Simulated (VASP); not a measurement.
# TiPt3 with r2SCAN: from relaxation to properties, part 2 of 4

What structure does TiPt3 take at this level, and what are its properties? The start is a cell from a database of measured crystal structures.

VASP 6.6.1; r2SCAN; plane waves and PAW (Ti_sv, Pt).

Still holding for the runs below: The k-mesh is coarse for a metal.

So far. Step 2 (Relaxing cell and atoms (r2SCAN)): It ends with forces that vanish by symmetry and a pressure of -0.06 GPa. The volume lies +2.1 % from that of the database's start. Step 3 (Second relaxation): It ends with forces that vanish by symmetry and a pressure of -0.06 GPa. The volume moved by under 0.01 %: the run met its threshold at the first step.

The database entry behind the starting cell is an old determination (1943), so it need not match the best structure at ambient conditions.

### Step 4. Density, ELF and potential (r2SCAN)

A single point on the relaxed cell gives a clean self-consistent state, with density, ELF and potential written out.

INCAR

```
SYSTEM = TiPt3
PREC = Accurate
ENCUT = 400
EDIFF = 1E-06
NELM = 100
ISMEAR = 1
SIGMA = 0.2
LREAL = .FALSE.
ALGO = Normal
METAGGA = R2SCAN
LASPH = .TRUE.
NBANDS = 27
LORBIT = 11
LWAVE = .FALSE.
LCHARG = .TRUE.
ISIF = 2
LELF = .TRUE.
LVHAR = .TRUE.
```

POSCAR

```
TiPt3
1.0
    3.9242151558      0.0000000000      0.0000000000
    0.0000000000      3.9242151558      0.0000000000
    0.0000000000      0.0000000000      3.9242151558
Ti Pt
1 3
Direct
    0.0000000000      0.0000000000      0.0000000000
    0.0000000000      0.5000000000      0.5000000000
    0.5000000000      0.0000000000      0.5000000000
    0.5000000000      0.5000000000      0.0000000000
```

KPOINTS

```
Automatic mesh
0
Gamma
7 7 7
0 0 0
```

PAW data sets: Ti_sv and Pt (PBE family, release 64).

Started as:

```
$ mpirun -np 4 vasp_std
```

The log of the run:

```text
[banner, memory and clock lines left out]
running    4 mpi-ranks, on    1 nodes
 distrk:  each k-point on    4 cores,    1 groups
 distr:  one band on    1 cores,    4 groups

 POSCAR found type information on POSCAR TiPt
 POSCAR found :  2 types and       4 ions
 [... a notice as in an earlier step ...]

 LDA part: xc-table for (None), standard interpolation
|                                                                             |
|           W    W    AA    RRRRR   N    N  II  N    N   GGGG   !!!           |
|           W    W   A  A   R    R  NN   N  II  NN   N  G    G  !!!           |
|           W    W  A    A  R    R  N N  N  II  N N  N  G       !!!           |
|           W WW W  AAAAAA  RRRRR   N  N N  II  N  N N  G  GGG   !            |
|           WW  WW  A    A  R   R   N   NN  II  N   NN  G    G                |
|           W    W  A    A  R    R  N    N  II  N    N   GGGG   !!!           |
|                                                                             |
|     The number of bands has been changed from the values supplied in        |
|     The orbitals not found in the WAVECAR file will be initialized with     |
|     random numbers, which is usually adequate. For correlated               |
|     calculations, however, you should redo the groundstate calculation.     |
|     I found NBANDS = 27. Now, NBANDS = 28.                                  |
|                                                                             |

 POSCAR, INCAR and KPOINTS ok, starting setup
 FFT: planning ... GRIDC
 FFT: planning ... GRID_SOFT
 FFT: planning ... GRID
 WAVECAR not read
 entering main loop
       N       E                     dE             d eps       ncg     rms          rms(c)
DAV:   1     0.189401920736E+03    0.18940E+03   -0.18310E+04  1120   0.137E+03
DAV:   2    -0.159259675129E+03   -0.34866E+03   -0.33244E+03  1176   0.379E+02
DAV:   3    -0.185399741024E+03   -0.26140E+02   -0.25030E+02  1424   0.995E+01
DAV:   4    -0.186295824922E+03   -0.89608E+00   -0.89023E+00  1368   0.178E+01
DAV:   5    -0.186322900931E+03   -0.27076E-01   -0.27071E-01  1396   0.297E+00    0.227E+01
DAV:   6    -0.171207617860E+03    0.15115E+02   -0.14013E+01  1268   0.384E+01    0.879E+00
DAV:   7    -0.171751788138E+03   -0.54417E+00   -0.71746E+00  1452   0.183E+01    0.884E+00
DAV:   8    -0.171109813598E+03    0.64197E+00   -0.18250E+00  1364   0.931E+00    0.347E+00
DAV:   9    -0.171143742266E+03   -0.33929E-01   -0.12023E-01  1324   0.273E+00    0.111E+00
DAV:  10    -0.171132972656E+03    0.10770E-01   -0.11993E-01  1372   0.254E+00    0.558E-01
DAV:  11    -0.171129293557E+03    0.36791E-02   -0.16201E-02  1368   0.735E-01    0.657E-02
DAV:  12    -0.171129364366E+03   -0.70809E-04   -0.62945E-04  1280   0.177E-01    0.592E-02
DAV:  13    -0.171129340689E+03    0.23678E-04   -0.34230E-04  1448   0.139E-01    0.336E-02
DAV:  14    -0.171129331480E+03    0.92084E-05   -0.82373E-05  1356   0.564E-02    0.763E-03
DAV:  15    -0.171129330495E+03    0.98532E-06   -0.42932E-06  1044   0.149E-02
   1 F= -.17112933E+03 E0= -.17113339E+03  d E =0.121795E-01
```

Run time: 27 s. Hardware: 4 MPI ranks of AMD EPYC 7R43, shared host; peak memory 0.39 GiB.

OUTCAR, selected parts (step 4):

```text
The static configuration has the point symmetry O_h .

 Found     20 irreducible k-points:

   k-points           NKPTS =     20   k-points in BZ     NKDIM =     20   number of bands    NBANDS=     28

   NELECT =      42.0000    total number of electrons

 E-fermi :  11.4333

 k-point     1 :       0.0000    0.0000    0.0000
  band No.  band energies     occupation
    ...
     16       9.6092      2.00000
     17      10.7856      2.00005
     18      11.4006      1.27262
     19      11.4006      1.27262
     20      11.4006      1.27262
     21      12.8348     -0.00000
     22      12.8348     -0.00000
     23      13.0054     -0.00000
     24      13.0054     -0.00000
     25      13.0054     -0.00000
    ...

 k-point     2 :       0.1429    0.0000    0.0000
  band No.  band energies     occupation
    ...
     16       9.6389      2.00000
     17      10.3778      2.00000
     18      10.3778      2.00000
     19      10.5379      2.00000
     20      11.4012      1.26754
     21      11.6481     -0.06243
     22      12.5181     -0.00000
     23      12.5181     -0.00000
     24      12.7130     -0.00000
     25      12.8384     -0.00000
    ...

  Total       -0.0256623     -0.0256623     -0.0256623      0.0000000      0.0000000      0.0000000
  in kB       -0.6803731     -0.6803731     -0.6803731      0.0000000      0.0000000      0.0000000
  external PRESSURE =      -0.6803731 kB  Pullay stress =       0.0000000 kB

  FREE ENERGIE OF THE ION-ELECTRON SYSTEM (eV)
  ---------------------------------------------------
  free  energy   TOTEN  =      -171.1293304949 eV

  energy  without entropy=     -171.1415100217  energy(sigma->0) =     -171.13339034

 total charge
# of ion       s       p       d       tot
------------------------------------------
    1        2.203   6.155   1.732  10.089
    2        0.694   0.655   8.067   9.415
    3        0.694   0.655   8.067   9.415
    4        0.694   0.655   8.067   9.415
--------------------------------------------------
tot          4.284   8.118  25.933  38.335

[... 8 parts as in an earlier step ...]

[... 5 further parts left out ...]
```

This step gave:

* SCF cycles: 15
* bands: 28
* pressure: -0.06804 GPa

Valence electrons inside each PAW sphere by angular momentum. Sphere charges, by row:

```csv
atom,s (e),p (e),d (e),tot (e)
Ti1,2.203,6.155,1.732,10.09
Pt2,0.694,0.655,8.067,9.415
Pt3,0.694,0.655,8.067,9.415
Pt4,0.694,0.655,8.067,9.415
```

Valence density in the ac plane at fractional y = 0.000, with atoms of Ti and Pt within 0.2 Å of it. It is the smooth field of the valence electrons, not physical close to the nuclei.

Ten steps, logarithmic in the rise over the least value, from '_' (0 e/Å³) to '@' (14 e/Å³), each cell a mean:
```
@@%%**::____________..--##%%
##**==::____________..::++##
==--::....::::::::......::--
........::--======--::......
____..::--==++++++==--..____
____..::==++******++==::____
____..--==****##**++==::____
____..::==++******++==::____
____..::--++++**++==--::____
____....::--======--::..____
--::......::::--::::....::::
**++--................::==**
@@%%++::____________..--**%%
@@@@**--____________..==##@@
```
Columns run along a (3.9 Å), rows up along c (3.9 Å). Atoms in or near the plane, at fractional coordinates: Ti at (0.00, 0.00), Pt at (0.50, 0.50).

Electrostatic potential energy in the ac plane at fractional y = 0.000, with atoms of Ti and Pt within 0.2 Å of it. With pseudopotentials it is smooth inside the atoms' cores, unlike the true potential.

Ten even steps from '_' (-68 eV) to '@' (2 eV), each cell a mean:
```
__..--##@@@@@@@@@@@@%%**::__
::::++%%@@@@@@@@@@@@@@##==::
++**%%@@@@@@@@@@@@@@@@%%##**
%%%%@@@@@@##******%%@@@@@@%%
@@@@@@@@##==--::--++%%@@@@@@
@@@@@@%%++::______--**@@@@@@
@@@@@@%%++..______::**@@@@@@
@@@@@@%%++::______--**@@@@@@
@@@@@@@@##--::..::==##@@@@@@
@@@@@@@@%%##++++++##@@@@@@@@
**##%%@@@@@@%%%%%%@@@@@@%%##
--==**%%@@@@@@@@@@@@@@%%++--
__..==##@@@@@@@@@@@@%%**::..
____--**@@@@@@@@@@@@%%++::__
```
Columns run along a (3.9 Å; values clipped at the 3rd and 97th percentile), rows up along c (3.9 Å). Atoms in or near the plane, at fractional coordinates: Ti at (0.00, 0.00), Pt at (0.50, 0.50).

ELF in the ac plane at fractional y = 0.000, with atoms of Ti and Pt within 0.2 Å of it. It is the smooth field of the valence electrons, not physical close to the nuclei.

Ten even steps from '0' (0.00) to '9' (0.97), each cell a mean:
```
98410122210258
65211222221135
22113333332112
00133333343210
11234311234321
12333100023322
22233000013322
12233100013322
11333210133321
01234333343310
11123333333111
54212322321124
97411122210258
99510112110269
```
Columns run along a (3.9 Å), rows up along c (3.9 Å). Atoms in or near the plane, at fractional coordinates: Ti at (0.00, 0.00), Pt at (0.50, 0.50).

In this run the pressure is -0.07 GPa, small enough to go on.

### Step 5. Band structure (r2SCAN)

Levels along the symmetry lines show where the bands peak and cross; KPOINTS_OPT computes them in the converged potential.

INCAR

```
SYSTEM = TiPt3
PREC = Accurate
ENCUT = 400
EDIFF = 1E-06
NELM = 100
ISMEAR = 1
SIGMA = 0.2
LREAL = .FALSE.
ALGO = Normal
METAGGA = R2SCAN
LASPH = .TRUE.
NBANDS = 35
LORBIT = 11
LWAVE = .FALSE.
LCHARG = .FALSE.
KPAR = 4
```

POSCAR is that of step 4.

KPOINTS is that of step 4.

KPOINTS_OPT

```
Line mode
16
Line-mode
Reciprocal
  0.00000000   0.00000000   0.00000000 GAMMA
  0.00000000   0.50000000   0.00000000 X

  0.00000000   0.50000000   0.00000000 X
  0.50000000   0.50000000   0.00000000 M

  0.50000000   0.50000000   0.00000000 M
  0.00000000   0.00000000   0.00000000 GAMMA

  0.00000000   0.00000000   0.00000000 GAMMA
  0.50000000   0.50000000   0.50000000 R

  0.50000000   0.50000000   0.50000000 R
  0.00000000   0.50000000   0.00000000 X

  0.50000000   0.50000000   0.00000000 M
  0.50000000   0.50000000   0.50000000 R
```

Started as:

```
$ mpirun -np 4 vasp_std
```

The log of the run:

```text
[... set-up lines as in an earlier step ...]
 entering main loop
       N       E                     dE             d eps       ncg     rms          rms(c)
DAV:   1     0.176647439387E+03    0.17665E+03   -0.17314E+04  1400   0.110E+03
DAV:   2    -0.165314660474E+03   -0.34196E+03   -0.31960E+03  1451   0.315E+02
DAV:   3    -0.185715393215E+03   -0.20401E+02   -0.19753E+02  1665   0.793E+01
DAV:   4    -0.186305307993E+03   -0.58991E+00   -0.58685E+00  1706   0.129E+01
DAV:   5    -0.186323174920E+03   -0.17867E-01   -0.17861E-01  1661   0.225E+00    0.227E+01
DAV:   6    -0.171208597705E+03    0.15115E+02   -0.95586E+00  1477   0.307E+01    0.887E+00
DAV:   7    -0.171741659227E+03   -0.53306E+00   -0.64143E+00  1711   0.150E+01    0.879E+00
DAV:   8    -0.171111589346E+03    0.63007E+00   -0.15300E+00  1716   0.761E+00    0.347E+00
DAV:   9    -0.171140059283E+03   -0.28470E-01   -0.83262E-02  1633   0.199E+00    0.961E-01
DAV:  10    -0.171132430498E+03    0.76288E-02   -0.82599E-02  1579   0.188E+00    0.538E-01
DAV:  11    -0.171129395788E+03    0.30347E-02   -0.15735E-02  1759   0.642E-01    0.112E-01
DAV:  12    -0.171129330805E+03    0.64983E-04   -0.92974E-04  1631   0.176E-01    0.439E-02
DAV:  13    -0.171129342316E+03   -0.11511E-04   -0.18546E-04  1741   0.912E-02    0.365E-02
DAV:  14    -0.171129331982E+03    0.10334E-04   -0.90066E-05  1689   0.500E-02    0.101E-02
DAV:  15    -0.171129330813E+03    0.11692E-05   -0.58034E-06  1543   0.143E-02    0.250E-03
DAV:  16    -0.171129330140E+03    0.67310E-06   -0.42845E-07  1046   0.472E-03
   1 F= -.17112933E+03 E0= -.17113339E+03  d E =0.121830E-01
 Start KPOINTS_OPT (optional k-point list driver)
k-point batch [1-20\96]
       N       E                     dE             ncg
DAV:   1     0.710293028223E+04   -0.37790E+04     1400
DAV:   2     0.378059333528E+03   -0.67249E+04     1432
DAV:   3    -0.191102900072E+02   -0.39717E+03     1633
DAV:   4    -0.315280515732E+02   -0.12418E+02     1724
DAV:   5    -0.319042000615E+02   -0.37615E+00     1587
DAV:   6    -0.319173495067E+02   -0.13149E-01     1801
DAV:   7    -0.319178353970E+02   -0.48589E-03     1646
DAV:   8    -0.319178555211E+02   -0.20124E-04     1630
DAV:   9    -0.319178563804E+02   -0.85932E-06     1217
[...]
k-point batch [81-96\96]
       N       E                     dE             ncg
DAV:   1     0.900420125079E+04   -0.16308E+05     1120
DAV:   2     0.366001254736E+04   -0.53442E+04     1184
DAV:   3     0.335665178329E+04   -0.30336E+03     1399
DAV:   4     0.334779786387E+04   -0.88539E+01     1326
DAV:   5     0.334756438707E+04   -0.23348E+00     1334
DAV:   6     0.334755714590E+04   -0.72412E-02     1388
DAV:   7     0.334755686900E+04   -0.27690E-03     1392
DAV:   8     0.334755685716E+04   -0.11847E-04     1325
DAV:   9     0.334755685666E+04   -0.49627E-06      987
```

The job ended after 91 s (4 MPI ranks; peak memory 0.64 GiB).

Parts of OUTCAR (step 5):

```text
   k-points           NKPTS =     20   k-points in BZ     NKDIM =     20   number of bands    NBANDS=     35

   NELECT =      42.0000    total number of electrons

 E-fermi :  11.4332

 k-point     1 :       0.0000    0.0000    0.0000
  band No.  band energies     occupation
    ...
     16       9.6093      2.00000
     17      10.7856      2.00005
     18      11.4006      1.27185
     19      11.4006      1.27185
     20      11.4006      1.27185
     21      12.8347     -0.00000
     22      12.8347     -0.00000
     23      13.0054     -0.00000
     24      13.0054     -0.00000
     25      13.0054     -0.00000
    ...

  Total       -0.0256662     -0.0256662     -0.0256662      0.0000000     -0.0000000      0.0000000
  in kB       -0.6804786     -0.6804786     -0.6804786      0.0000000     -0.0000000      0.0000000
  external PRESSURE =      -0.6804786 kB  Pullay stress =       0.0000000 kB

  FREE ENERGIE OF THE ION-ELECTRON SYSTEM (eV)
  ---------------------------------------------------
  free  energy   TOTEN  =      -171.1293301398 eV

  energy  without entropy=     -171.1415131057  energy(sigma->0) =     -171.13339113

[... 8 parts as in an earlier step ...]

[... 9 further parts left out ...]
```

Spin-orbit coupling is off here; with elements this heavy it splits and shifts levels by tenths of an eV or more.

This step gave:

```
SCF cycles : 16
bands      : 35
pressure   : -0.06805 GPa
```

The electronic bands at the labelled points (eV, zero at the Fermi level; # counts the bands kept, so #1 is VASP's band 5):

```csv
point,#14,#15,#16,#17,#18,#19,#20,#21
Γ,-0.03,-0.03,-0.03,1.40,1.40,1.57,1.57,1.57
0.53 of the way,-1.81,-1.57,-1.41,-0.03,0.49,0.49,1.03,1.05
X,-2.79,-2.76,-1.52,-0.25,-0.25,-0.03,0.54,0.79
0.53 of the way,-2.66,-2.48,-1.97,-1.50,0.18,0.53,0.65,0.94
M,-3.27,-2.45,-2.45,-2.34,0.17,0.17,0.44,1.45
0.47 of the way,-2.64,-1.94,-1.25,-1.03,0.48,0.67,0.70,1.08
Γ,-0.03,-0.03,-0.03,1.40,1.40,1.57,1.57,1.57
0.47 of the way,-2.40,-2.40,-1.46,-0.39,0.32,0.32,1.16,1.16
R,-0.76,-0.76,-0.76,-0.55,-0.55,-0.55,1.14,1.14
0.47 of the way,-2.85,-2.78,-1.84,-0.79,0.39,0.64,0.66,0.84
X,-2.79,-2.76,-1.52,-0.25,-0.25,-0.03,0.54,0.79
jump to M,-3.27,-2.45,-2.45,-2.34,0.17,0.17,0.44,1.45
0.53 of the way,-2.69,-2.69,-1.81,-1.17,0.59,0.59,1.10,1.13
R,-0.76,-0.76,-0.76,-0.55,-0.55,-0.55,1.14,1.14
```

Of the projections kept (Ti, Pt), the largest for each band there; the rest of the weight can lie on other orbitals:

```csv
point,#14,#15,#16,#17,#18,#19,#20,#21
Γ,Pt 1.00,Pt 1.00,Pt 1.00,Ti 0.70,Ti 0.70,Pt 0.87,Pt 0.87,Pt 0.87
X,Pt 0.99,Pt 1.00,Pt 1.00,Ti 0.77,Ti 0.77,Pt 1.00,Ti 0.94,Ti 0.72
M,Pt 1.00,Pt 1.00,Ti 0.55,Pt 1.00,Ti 0.81,Ti 0.81,Ti 0.98,Pt 0.98
Γ,Pt 1.00,Pt 1.00,Pt 1.00,Ti 0.70,Ti 0.70,Pt 0.87,Pt 0.87,Pt 0.87
R,Pt 0.82,Pt 0.82,Pt 0.82,Pt 1.00,Pt 1.00,Pt 1.00,Ti 0.55,Ti 0.55
X,Pt 0.99,Pt 1.00,Pt 1.00,Ti 0.77,Ti 0.77,Pt 1.00,Ti 0.94,Ti 0.72
```

There is no gap at this level.

(Part 2 of 4 ends here.)

[Lines on the potential files, build, host, timing and source positions are cut from VASP's logs without a mark.]

[Logs are printed without paths, hosts, clocks, repeated set-up lines and the standing remarks that a program may print on its own settings, such as how far it seeks lower states.]

[Hosts, paths, dates, database ids (printed as entryN), source tags and the programs' standing remarks are cut or masked in the printed files.]

[A measured line is paired with the nearest computed mode of its activity, which favours agreement.]
